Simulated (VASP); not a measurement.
Consider the following.

```
CELL_PARAMETERS angstrom
      0.00000     3.41279     3.41279
      3.41279     0.00000     3.41279
      3.41279     3.41279     0.00000
ATOMIC_POSITIONS crystal
  Hg 0.00000 0.00000 0.00000
  Te 0.25000 0.25000 0.25000
```

The numbers are results of RPBE GGA, VASP's PBE PAW potentials (set 64) (plane waves; VASP), not measurements. Run with 520 eV cut-off, 9×9×9 Γ-centred mesh, first-order Methfessel-Paxton smearing of 0.10 eV, potentials Hg Te.

Unless said otherwise, spin-orbit coupling is left out, though it shifts the bands of the heavy elements here.

**Question.** Estimate the energy per atom (σ→0), band gap (on the k-mesh) with the smallest direct gap where there is one.

**Answer.** 
The band gap (on the k-mesh) is none (metal, semimetal or under 0.01 eV). The energy per atom (σ→0) is -143.0 kJ/mol-atom.

The compound is HgTe in the zinc blende structure. This cell is one point of a volume scan, at 1.03 of the reference volume.
